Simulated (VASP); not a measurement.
All values below come from TPSS meta-GGA, VASP's PBE PAW potentials (set 64) (plane waves; VASP).

A VASP calculation is set up with these files.

POSCAR:
```
Al
1
    0.0000000000     1.9829249676     1.9829249676
    1.9829249676     0.0000000000     1.9829249676
    1.9829249676     1.9829249676     0.0000000000
Al
1
Direct
  0.0000000000   0.0000000000   0.0000000000
```

**INCAR**
```
ISMEAR = 1
LMIXTAU = .TRUE.
ENCUT = 520   # plane-wave cut-off (eV)
LASPH = .TRUE.
SYSTEM = Al
LCHARG = .FALSE.
EDIFF = 1E-7
SIGMA = 0.1
LREAL = .FALSE.   # projection in real space or not
ALGO = Normal
METAGGA = TPSS
PREC = Accurate
LWAVE = .FALSE.
NELM = 100   # most electronic steps
ISIF = 2
```

File KPOINTS:
```
kpoints
0
G
16 16 16
```

POTCAR, in this order: Al (PBE.64 set). Program: vasp_std.

Question: What will the output report for the number of irreducible k-points (NKPTS), largest plane-wave count, number of space-group operations, FFT grid (NGX, NGY, NGZ)?

Answer: 
The number of irreducible k-points (NKPTS) is 145. The largest plane-wave count is 444 and the number of space-group operations comes out as 48. The FFT grid (NGX, NGY, NGZ) is 24 × 24 × 24.

The compound is Al in the fcc structure. This cell is one point of a volume scan, at 0.97 of the reference volume.
